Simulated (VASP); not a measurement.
These are PBE GGA, VASP's PBE PAW potentials (set 64) (plane waves; VASP) values and carry that method's errors.

The input files of a VASP run:

### KPOINTS
```
Automatic mesh
0
Gamma
6 6 4
0 0 0
```

**POSCAR**
```
SbAs
1
    4.2518410000     0.0000000000     0.0000000000
   -2.1259210000     3.6822020000     0.0000000000
    0.0000000000     0.0000000000     5.9260260000
As Sb
2 2
Direct
  0.0000000000   0.0000000000   0.0000000000
  0.0000000000   0.0000000000   0.5000000000
  0.3333330000   0.6666670000   0.2500000000
  0.6666670000   0.3333330000   0.7500000000
```

### INCAR
```
! general
SYSTEM =SbAs
PREC   =Accurate
ENCUT  =400   ! plane-wave cut-off (eV)
LREAL  =.FALSE.   ! projection in real space or not
LASPH  =.TRUE.
NBANDS =11

! electronic loop
EDIFF  =1E-6   ! SCF stop (eV)
NELM   =100   ! most electronic steps
ALGO   =Normal   ! blocked Davidson
LMAXMIX=4   ! l cut-off of mixed one-centre charges

! smearing
ISMEAR =0   ! Gaussian
SIGMA  =0.05   ! width (eV)

! functional
GGA    =PE   ! PBE

! ions
ISIF   =2   ! forces and stress, cell fixed

! output
LWAVE  =.FALSE.
LCHARG =.FALSE.
```

POTCAR, in this order: As Sb (PBE.64 set). Program: vasp_std.

Unless said otherwise, spin-orbit coupling is left out, though it shifts the bands of the heavy elements here.

Problem. Predict the energy per atom (σ→0), pressure, band gap (on the k-mesh).

Solution. 
The energy per atom (σ→0) comes out as -4.028 eV/atom and the band gap (on the k-mesh) is none (metal, semimetal or under 0.01 eV). The pressure is 9.43 GPa.

### OSZICAR
```
...
DAV:   6    -0.161201969262E+02    0.87648E-01   -0.36788E-01   593   0.287E+00    0.291E+00
DAV:   7    -0.161152036427E+02    0.49933E-02   -0.36900E-02   538   0.123E+00    0.857E-01
DAV:   8    -0.161141312418E+02    0.10724E-02   -0.38622E-03   579   0.400E-01    0.871E-02
DAV:   9    -0.161141864621E+02   -0.55220E-04   -0.50804E-04   556   0.158E-01    0.583E-02
DAV:  10    -0.161141942268E+02   -0.77647E-05   -0.78727E-05   660   0.305E-02    0.222E-02
DAV:  11    -0.161141954714E+02   -0.12445E-05   -0.35904E-05   632   0.317E-02    0.583E-03
DAV:  12    -0.161141951495E+02    0.32190E-06   -0.96987E-06   561   0.166E-02
   1 F= -.16114195E+02 E0= -.16111448E+02  d E =-.549340E-02
```

The structure was generated: SbAs was put into the NiAs type (P6_3/mmc), which need not be its known phase. The cell was not relaxed at this level. The run is one of a series of settings (NBANDS = 11 against the base run), some of them coarse on purpose. VASP warned that the highest band is occupied, so more bands are needed.
